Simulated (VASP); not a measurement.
All values below come from PBE GGA, VASP's PBE PAW potentials (set 64) (plane waves; VASP).

The input files of a VASP run:

### KPOINTS
```
Automatic mesh
0
Gamma
8 8 8
0 0 0
```

File POSCAR:
```
MgS
1.0
  0.0000000000   2.6116333956   2.6116333956
  2.6116333956   0.0000000000   2.6116333956
  2.6116333956   2.6116333956   0.0000000000
Mg S
1 1
Direct
  0.0000000000   0.0000000000   0.0000000000
  0.5000000000   0.5000000000   0.5000000000
```

**INCAR**
```
# general
SYSTEM  = MgS
PREC    = Accurate
ENCUT   = 480
LREAL   = .FALSE.   # projection in real space or not
LASPH   = .TRUE.

# electronic loop
EDIFF   = 1E-7   # SCF stop (eV)
NELM    = 100
ALGO    = Normal   # blocked Davidson

# smearing
ISMEAR  = 0   # Gaussian
SIGMA   = 0.05

# functional
GGA     = PE   # PBE

# ions
IBRION  = 2
NSW     = 40   # most ionic steps
ISIF    = 3
EDIFFG  = -0.01   # ionic stop
PSTRESS = 150

# output
LWAVE   = .FALSE.
LCHARG  = .FALSE.
```

POTCAR, in this order: Mg S (PBE.64 set). Program: vasp_std.

The resulting files:

### OUTCAR
```
 ion  position               nearest neighbor table
   1  0.000  0.000  0.000-   2 2.61   2 2.61   2 2.61   2 2.61   2 2.61   2 2.61
   2  0.500  0.500  0.500-   1 2.61   1 2.61   1 2.61   1 2.61   1 2.61   1 2.61
  LATTYP: Found a face centered cubic cell.
 ALAT       =     5.2232667912
 Subroutine PRICEL returns:
 Original cell was already a primitive cell.
 Subroutine GETGRP returns: Found 48 space group operations
The static configuration has the point symmetry O_h .
The dynamic configuration has the point symmetry O_h .
 Subroutine INISYM returns: Found 48 space group operations
 Subroutine IBZKPT returns following result:
 Found     29 irreducible k-points:

 Following reciprocal coordinates:
            Coordinates               Weight
  0.000000  0.000000  0.000000      1.000000
  0.125000  0.000000  0.000000      8.000000
  0.250000  0.000000  0.000000      8.000000
  0.375000  0.000000  0.000000      8.000000
  0.500000  0.000000  0.000000      4.000000
  0.125000  0.125000  0.000000      6.000000
  0.250000  0.125000  0.000000     24.000000
  0.375000  0.125000  0.000000     24.000000
  0.500000  0.125000  0.000000     24.000000
 -0.375000  0.125000  0.000000     24.000000
 -0.250000  0.125000  0.000000     24.000000
 -0.125000  0.125000  0.000000     12.000000
  0.250000  0.250000  0.000000      6.000000
  0.375000  0.250000  0.000000     24.000000
  0.500000  0.250000  0.000000     24.000000
 -0.375000  0.250000  0.000000     24.000000
 -0.250000  0.250000  0.000000     12.000000
  0.375000  0.375000  0.000000      6.000000
  0.500000  0.375000  0.000000     24.000000
 -0.375000  0.375000  0.000000     12.000000
  0.500000  0.500000  0.000000      3.000000
  0.375000  0.250000  0.125000     24.000000
  0.500000  0.250000  0.125000     48.000000
 -0.375000  0.250000  0.125000     24.000000
  0.500000  0.375000  0.125000     24.000000
 -0.375000  0.375000  0.125000     48.000000
 -0.250000  0.375000  0.125000     24.000000
 -0.375000  0.500000  0.125000     12.000000
 -0.250000  0.500000  0.250000      6.000000
   k-points           NKPTS =     29   k-points in BZ     NKDIM =     29   number of bands    NBANDS=      8
   number of dos      NEDOS =    301   number of ions     NIONS =      2
   total plane-waves  NPLWV =  21952
   dimension x,y,z NGX =    28 NGY =   28 NGZ =   28
   dimension x,y,z NGXF=    56 NGYF=   56 NGZF=   56
   ions per type =               1   1
   PREC   = accura    normal or accurate (medium, high low for compatibility)
   ISTART =      0    job   : 0-new  1-cont  2-samecut
   ICHARG =      2    charge: 1-file 2-atom 10-const
   ISPIN  =      1    spin polarized calculation?
   LNONCOLLINEAR =      F non collinear calculations
   LSORBIT =      F    spin-orbit coupling
   INIWAV =      1    electr: 0-lowe 1-rand  2-diag
   ENCUT  =  480.0 eV  35.28 Ry    5.94 a.u.   6.60  6.60  6.60*2*pi/ulx,y,z
   NELM   =    100;   NELMIN=  2; NELMDL= -5     # of ELM steps
   EDIFF  = 0.1E-06   stopping-criterion for ELM
   LREAL  =      F    real-space projection
   NLSPLINE    = F    spline interpolate recip. space projectors
   LMAXMIX     =    2 max onsite mixed and CHGCAR
   VOSKOWN=      0    Vosko Wilk Nusair interpolation
   EDIFFG = -.1E-01   stopping-criterion for IOM
   NSW    =     40    number of steps for IOM
   NBLOCK =      1;   KBLOCK =     40    inner block; outer block
   IBRION =      2    ionic relax: 0-MD 1-quasi-New 2-CG
   NFREE  =      1    steps in history (QN), initial steepest desc. (CG)
   ISIF   =      3    stress and relaxation
   ISYM   =      2    0-nonsym 1-usesym 2-fastsym
   TEIN   =    0.0    initial temperature
   TEBEG  =    0.0;   TEEND  =   0.0 temperature during run
   SMASS  =  -3.00    Nose mass-parameter (am)
...
```

**OSZICAR**
```
       N       E                     dE             d eps       ncg     rms          rms(c)
DAV:   1     0.214418486204E+02    0.21442E+02   -0.34923E+03   480   0.753E+02
DAV:   2    -0.808637918659E+01   -0.29528E+02   -0.28336E+02   680   0.105E+02
DAV:   3    -0.890992152927E+01   -0.82354E+00   -0.82354E+00   576   0.241E+01
DAV:   4    -0.891288671053E+01   -0.29652E-02   -0.29652E-02   712   0.161E+00
DAV:   5    -0.891289009872E+01   -0.33882E-05   -0.33882E-05   592   0.519E-02    0.436E+00
DAV:   6    -0.854389791571E+01    0.36899E+00   -0.95874E-01   504   0.484E+00    0.343E+00
DAV:   7    -0.850296214379E+01    0.40936E-01   -0.23716E-01   608   0.259E+00    0.229E+00
DAV:   8    -0.850294515915E+01    0.16985E-04   -0.13600E-02   544   0.986E-01    0.894E-01
DAV:   9    -0.850275749370E+01    0.18767E-03   -0.55542E-04   576   0.191E-01    0.279E-01
DAV:  10    -0.850279653005E+01   -0.39036E-04   -0.15049E-04   632   0.804E-02    0.141E-02
DAV:  11    -0.850279409535E+01    0.24347E-05   -0.21352E-05   568   0.239E-02    0.108E-02
DAV:  12    -0.850279410316E+01   -0.78085E-08   -0.42035E-07   664   0.557E-03
   1 F= -.51673988E+01 E0= -.51673988E+01  d E =-.516740E+01
       N       E                     dE             d eps       ncg     rms          rms(c)
DAV:   1    -0.949942180934E+01   -0.99663E+00   -0.37406E+01   576   0.448E+01    0.157E+01
DAV:   2    -0.809486673977E+01    0.14046E+01   -0.32069E+00   480   0.102E+01    0.432E+00
DAV:   3    -0.787960251937E+01    0.21526E+00   -0.94958E-01   480   0.572E+00    0.458E+00
DAV:   4    -0.787997802830E+01   -0.37551E-03   -0.58228E-03   544   0.716E-01    0.461E+00
DAV:   5    -0.788092891308E+01   -0.95088E-03   -0.10199E-04   664   0.100E-01    0.614E+00
DAV:   6    -0.787328529819E+01    0.76436E-02   -0.90906E-03   472   0.783E-01    0.374E+00
DAV:   7    -0.787343457107E+01   -0.14927E-03   -0.12825E-04   608   0.117E-01    0.205E+00
DAV:   8    -0.787350192976E+01   -0.67359E-04   -0.10094E-04   496   0.981E-02    0.524E-01
DAV:   9    -0.787350910218E+01   -0.71724E-05   -0.10231E-05   536   0.301E-02    0.134E-01
DAV:  10    -0.787350906930E+01    0.32882E-07   -0.77169E-07   576   0.882E-03
   2 F= -.52810879E+01 E0= -.52810879E+01  d E =-.113689E+00
       N       E                     dE             d eps       ncg     rms          rms(c)
DAV:   1    -0.857574508861E+01   -0.70224E+00   -0.58139E+00   560   0.157E+01    0.416E+00
DAV:   2    -0.833889112643E+01    0.23685E+00   -0.62257E-01   472   0.457E+00    0.157E+00
DAV:   3    -0.830615077729E+01    0.32740E-01   -0.16968E-01   488   0.233E+00    0.846E-01
DAV:   4    -0.830581887371E+01    0.33190E-03   -0.12812E-03   520   0.319E-01    0.736E-01
DAV:   5    -0.830515859069E+01    0.66028E-03   -0.56951E-04   496   0.208E-01    0.130E-01
DAV:   6    -0.830514824788E+01    0.10343E-04   -0.12702E-05   592   0.327E-02    0.524E-02
DAV:   7    -0.830514813662E+01    0.11126E-06   -0.11207E-06   568   0.686E-03    0.214E-03
DAV:   8    -0.830514804336E+01    0.93265E-07   -0.25384E-07   296   0.300E-03
   3 F= -.54250168E+01 E0= -.54250168E+01  d E =-.257618E+00
       N       E                     dE             d eps       ncg     rms          rms(c)
DAV:   1    -0.829672568754E+01    0.84224E-02   -0.49880E-03   560   0.474E-01    0.136E-01
DAV:   2    -0.829652310017E+01    0.20259E-03   -0.52054E-04   480   0.130E-01    0.468E-02
DAV:   3    -0.829649673962E+01    0.26361E-04   -0.14072E-04   520   0.676E-02    0.318E-02
DAV:   4    -0.829649702727E+01   -0.28765E-06   -0.97649E-07   528   0.889E-03    0.283E-02
DAV:   5    -0.829649889204E+01   -0.18648E-05   -0.60779E-07   480   0.678E-03    0.692E-03
DAV:   6    -0.829649858342E+01    0.30861E-06   -0.11307E-08   232   0.104E-03    0.220E-03
DAV:   7    -0.829649855942E+01    0.24007E-07   -0.92705E-10   232   0.298E-04
   4 F= -.54250223E+01 E0= -.54250223E+01  d E =-.257623E+00
       N       E                     dE             d eps       ncg     rms          rms(c)
DAV:   1    -0.830379641561E+01   -0.72978E-02   -0.33773E-03   560   0.390E-01    0.111E-01
DAV:   2    -0.830366075207E+01    0.13566E-03   -0.35407E-04   480   0.107E-01    0.380E-02
DAV:   3    -0.830364139591E+01    0.19356E-04   -0.95299E-05   520   0.556E-02    0.259E-02
DAV:   4    -0.830364088634E+01    0.50957E-06   -0.65824E-07   536   0.731E-03    0.232E-02
DAV:   5    -0.830363847425E+01    0.24121E-05   -0.41202E-07   480   0.558E-03    0.565E-03
DAV:   6    -0.830363870132E+01   -0.22708E-06   -0.77576E-09   232   0.858E-04    0.181E-03
DAV:   7    -0.830363872016E+01   -0.18838E-07   -0.64997E-10   232   0.246E-04
   5 F= -.54250344E+01 E0= -.54250344E+01  d E =-.121284E-04
       N       E                     dE             d eps       ncg     rms          rms(c)
DAV:   1    -0.830062399117E+01    0.30147E-02   -0.62026E-04   560   0.167E-01    0.475E-02
DAV:   2    -0.830059848563E+01    0.25506E-04   -0.64936E-05   480   0.458E-02    0.163E-02
DAV:   3    -0.830059544150E+01    0.30441E-05   -0.17498E-05   520   0.238E-02    0.112E-02
DAV:   4    -0.830059558245E+01   -0.14095E-06   -0.11805E-07   424   0.313E-03    0.996E-03
DAV:   5    -0.830059637410E+01   -0.79165E-06   -0.78692E-08   264   0.253E-03    0.230E-03
DAV:   6    -0.830059627180E+01    0.10231E-06   -0.34324E-09   232   0.550E-04    0.722E-04
DAV:   7    -0.830059626587E+01    0.59264E-08   -0.39562E-10   232   0.197E-04
   6 F= -.54250482E+01 E0= -.54250482E+01  d E =-.259875E-04
```

File OUTCAR:
```
------------------------ aborting loop because EDIFF is reached ----------------------------------------
  FORCE on cell =-STRESS in cart. coord.  units (eV):
  Direction    XX          YY          ZZ          XY          YZ          ZX
  --------------------------------------------------------------------------------------
  Total        2.8768102      2.8768102      2.8768102      0.0000000      0.0000000      0.0000000
  in kB      150.0658426    150.0658426    150.0658426      0.0000000      0.0000000      0.0000000
  external PRESSURE =       0.0658426 kB  Pullay stress =     150.0000000 kB
  volume of cell :       30.71
      direct lattice vectors                 reciprocal lattice vectors
     0.000000000  2.485630966  2.485630966    -0.201156168  0.201156168  0.201156168
     2.485630966  0.000000000  2.485630966     0.201156168 -0.201156168  0.201156168
     2.485630966  2.485630966  0.000000000     0.201156168  0.201156168 -0.201156168
 POSITION                                       TOTAL-FORCE (eV/Angst)
 -----------------------------------------------------------------------------------
      0.00000      0.00000      0.00000         0.000000      0.000000      0.000000
      2.48563      2.48563      2.48563        -0.000000     -0.000000     -0.000000
 -----------------------------------------------------------------------------------
    total drift:                                0.000000      0.000000      0.000000
  FREE ENERGIE OF THE ION-ELECTRON SYSTEM (eV)
  ---------------------------------------------------
  free  energy   TOTEN  =        -8.3005962659 eV

  energy  without entropy=       -8.3005962659  energy(sigma->0) =       -8.30059627
  enthalpy is  TOTEN    =        -5.4250482459 eV   P V=        2.8755480200

 reached required accuracy - stopping structural energy minimisation
```
(Selected blocks of OUTCAR.)

**CONTCAR**
```
MgS
   1.00000000000000
     0.0000000000000000    2.4856309659371441    2.4856309659371441
     2.4856309659371441    0.0000000000000000    2.4856309659371441
     2.4856309659371441    2.4856309659371441    0.0000000000000000
  Mg              S
     1     1
Direct
     0.0000000000000000    0.0000000000000000    0.0000000000000000
     0.5000000000000000    0.5000000000000000    0.5000000000000000
```

Energy and stress use the plane-wave basis of the starting cell.

The compound is MgS in the rock salt structure. This run relaxes it under an external pressure of 15 GPa. Symmetry was kept, so distortions that lower it aren't found.
